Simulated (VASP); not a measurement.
Input of a VASP 6.6.1 run:

INCAR

```
SYSTEM = CaSi2Sb2
  ALGO = Normal
  EDIFF = 1E-7
  ENCUT = 520
  ISIF = 2
  ISMEAR = -1
  LASPH = .True.
  LCHARG = .False.
  LMIXTAU = .True.
  LREAL = .False.
  LWAVE = .False.
  METAGGA = R2SCAN
  NBANDS = 22
  NELM = 100
  PREC = Accurate
  SIGMA = 0.05
```

KPOINTS

```
k-points
0
Gamma
  5 5 4
  0 0 0
```

Contents of POSCAR:

```
CaSi2Sb2
1.0
    4.9973900000      0.0000000000      0.0000000000
   -2.4987000000      4.3278700000      0.0000000000
    0.0000000000      0.0000000000      5.8616900000
Ca Si Sb
1 2 2
Direct
    0.0000000000      0.0000000000      0.0000000000
    0.3333300000      0.6666700000      0.2564800000
    0.6666700000      0.3333300000      0.7435200000
    0.3333300000      0.6666700000      0.7224000000
    0.6666700000      0.3333300000      0.2776000000
```

Contents of KPOINTS_OPT:

```
path GMKGALHA,LM,KH
20
line-mode
reciprocal
 0.0000000000  0.0000000000  0.0000000000  G
 0.5000000000  0.0000000000  0.0000000000  M

 0.5000000000  0.0000000000  0.0000000000  M
 0.3333333333  0.3333333333  0.0000000000  K

 0.3333333333  0.3333333333  0.0000000000  K
 0.0000000000  0.0000000000  0.0000000000  G

 0.0000000000  0.0000000000  0.0000000000  G
 0.0000000000  0.0000000000  0.5000000000  A

 0.0000000000  0.0000000000  0.5000000000  A
 0.5000000000  0.0000000000  0.5000000000  L

 0.5000000000  0.0000000000  0.5000000000  L
 0.3333333333  0.3333333333  0.5000000000  H

 0.3333333333  0.3333333333  0.5000000000  H
 0.0000000000  0.0000000000  0.5000000000  A

 0.5000000000  0.0000000000  0.5000000000  L
 0.5000000000  0.0000000000  0.0000000000  M

 0.3333333333  0.3333333333  0.0000000000  K
 0.3333333333  0.3333333333  0.5000000000  H
```

Potentials or basis: VASP PAW PBE potentials, release 64 (Ca_sv, Si, Sb).

Command:

```sh
$ cat potpaw_PBE.64/Ca_sv/POTCAR potpaw_PBE.64/Si/POTCAR potpaw_PBE.64/Sb/POTCAR > POTCAR
$ mpirun -np 1 vasp_std > vasp.out
```

What does it give for the pressure?

-0.7 GPa.

Estimate the largest force.

0.102 eV/Å.

Forces on the atoms (eV/Å):
```
Ca   0.000  0.000  0.000
Si   0.000  0.000 -0.004
Si   0.000  0.000  0.004
Sb   0.000  0.000  0.102
Sb   0.000  0.000 -0.102
```

Caveat: the PAW data sets were made with another functional, which shifts forces and pressure a little.
